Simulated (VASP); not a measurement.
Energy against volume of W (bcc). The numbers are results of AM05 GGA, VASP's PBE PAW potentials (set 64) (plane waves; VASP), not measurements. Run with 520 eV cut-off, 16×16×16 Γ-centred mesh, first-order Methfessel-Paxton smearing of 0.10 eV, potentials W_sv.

```
V (Å³/atom)  E (eV/atom)
-----------  -----------
15.180         -13.57479
15.650         -13.58822
16.119         -13.57280
16.589         -13.53336
```

Q: Fit these four points and predict the energy of the run at 14.711 Å³/atom.

A: A cubic in V^(−2/3), the third-order Birch-Murnaghan form, passes through the four points with V0 = 15.62 Å³/atom and B0 = 331 GPa, and gives -13.5267 eV/atom there. The run gave -13.5276 eV/atom, -0.9 meV/atom from the fit; all five points give B0 = 328 GPa.

The compound is W in the bcc structure. It was relaxed first.
